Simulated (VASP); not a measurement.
Here is the system:

```
Ta3ZrC4
1.0
    4.49176     0.00000     0.00000
    0.00000     4.49176     0.00000
    0.00000     0.00000     4.49176
Zr C Ta
1 4 3
Cartesian
  0.00000   0.00000   0.00000
  2.24588   2.24588   2.24588
  0.00000   0.00000   2.24588
  0.00000   2.24588   0.00000
  2.24588   0.00000   0.00000
  2.24588   2.24588   0.00000
  2.24588   0.00000   2.24588
  0.00000   2.24588   2.24588
```

Computed with PBEsol GGA, VASP's PBE PAW potentials (set 64) (plane waves; VASP). Numerical set-up: 520 eV cut-off, 6×6×6 Γ-centred mesh, first-order Methfessel-Paxton smearing of 0.10 eV, potentials Zr_sv C Ta_pv.

Unless said otherwise, spin-orbit coupling is left out, though it shifts the bands of the heavy elements here.

Question: Predict the energy per atom (σ→0), band gap (on the k-mesh) with the smallest direct gap where there is one.

Answer: 
* **band gap (on the k-mesh)**: none (metal, semimetal or under 0.01 eV)
* **energy per atom (σ→0)**: -11.389 eV/atom

The structure was generated: Ta3ZrC4 was put into an ordered model structure (Pm-3m), which need not be its known phase. It was relaxed first. The start is the result of an earlier pass. The electron count is odd and the run is not spin-polarised, which forces a metal.
